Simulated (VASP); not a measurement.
Computed with PBE GGA, VASP's PBE PAW potentials (set 64) (plane waves; VASP 6.6.1).

VASP input:

### INCAR
```
SYSTEM  =  SiC
PREC  =  Accurate; ENCUT  =  520; LREAL  =  .FALSE.
LASPH  =  .TRUE.
EDIFF  =  1E-6; NELM  =  100; ALGO  =  Normal
ISMEAR  =  0; SIGMA  =  0.05
GGA  =  PE
IBRION  =  2; NSW  =  60; ISIF  =  3
EDIFFG  =  -0.02
LWAVE  =  .FALSE.; LCHARG  =  .FALSE.
```

**POSCAR**
```
SiC
1
    1.5455750148    -2.6770142062    -0.0000000000
    1.5455750148     2.6770142062     0.0000000000
    0.0000000000    -0.0000000000     5.0758585172
Si C
2 2
Direct
  0.6666670000   0.3333330000   0.4995769961
  0.3333330000   0.6666670000   0.9995769961
  0.6666670000   0.3333330000   0.8754230039
  0.3333330000   0.6666670000   0.3754230039
```

### KPOINTS
```
Automatic mesh
0
Gamma
7 7 4
0 0 0
```

POTCAR, in this order: Si C (PBE.64 set). Program: vasp_std.

Output of the run:

OSZICAR:
```
       N       E                     dE             d eps       ncg     rms          rms(c)
DAV:   1     0.366549028081E+02    0.36655E+02   -0.73336E+03   576   0.118E+03
DAV:   2    -0.305538834920E+02   -0.67209E+02   -0.61177E+02   860   0.191E+02
DAV:   3    -0.337102595135E+02   -0.31564E+01   -0.31302E+01   756   0.402E+01
DAV:   4    -0.337495504935E+02   -0.39291E-01   -0.39250E-01   708   0.524E+00
DAV:   5    -0.337502916213E+02   -0.74113E-03   -0.74100E-03   748   0.676E-01    0.123E+01
DAV:   6    -0.302078647728E+02    0.35424E+01   -0.10610E+01   700   0.207E+01    0.546E+00
DAV:   7    -0.301229468815E+02    0.84918E-01   -0.89406E-01   728   0.627E+00    0.242E+00
DAV:   8    -0.301076203094E+02    0.15327E-01   -0.46449E-02   672   0.161E+00    0.541E-01
DAV:   9    -0.301069461796E+02    0.67413E-03   -0.63476E-03   704   0.614E-01    0.132E-01
DAV:  10    -0.301072144784E+02   -0.26830E-03   -0.73919E-04   648   0.195E-01    0.546E-02
DAV:  11    -0.301072279390E+02   -0.13461E-04   -0.12218E-04   692   0.856E-02    0.126E-02
DAV:  12    -0.301072291581E+02   -0.12191E-05   -0.43954E-06   688   0.172E-02    0.312E-03
DAV:  13    -0.301072296045E+02   -0.44643E-06   -0.23724E-07   424   0.419E-03
   1 F= -.30107230E+02 E0= -.30107230E+02  d E =-.301072E+02
```

**OUTCAR**
```
------------------------ aborting loop because EDIFF is reached ----------------------------------------
  FORCE on cell =-STRESS in cart. coord.  units (eV):
  Direction    XX          YY          ZZ          XY          YZ          ZX
  --------------------------------------------------------------------------------------
  Total        0.0320615      0.0320615     -0.0635945      0.0000000      0.0000000      0.0000000
  in kB        1.2229668      1.2229666     -2.4257700      0.0000000      0.0000000      0.0000000
  external PRESSURE =       0.0067211 kB  Pullay stress =       0.0000000 kB
  volume of cell :       42.00
      direct lattice vectors                 reciprocal lattice vectors
     1.545575015 -2.677014206  0.000000000     0.323504194 -0.186775251  0.000000000
     1.545575015  2.677014206  0.000000000     0.323504194  0.186775251  0.000000000
     0.000000000  0.000000000  5.075858517     0.000000000  0.000000000  0.197011007
  FREE ENERGIE OF THE ION-ELECTRON SYSTEM (eV)
  ---------------------------------------------------
  free  energy   TOTEN  =       -30.1072296045 eV

  energy  without entropy=      -30.1072296045  energy(sigma->0) =      -30.10722960

 reached required accuracy - stopping structural energy minimisation
```
(Selected blocks of OUTCAR.)

The compound is SiC in the wurtzite structure, the rare 2H polytype. It was relaxed first. The start is the result of an earlier pass.
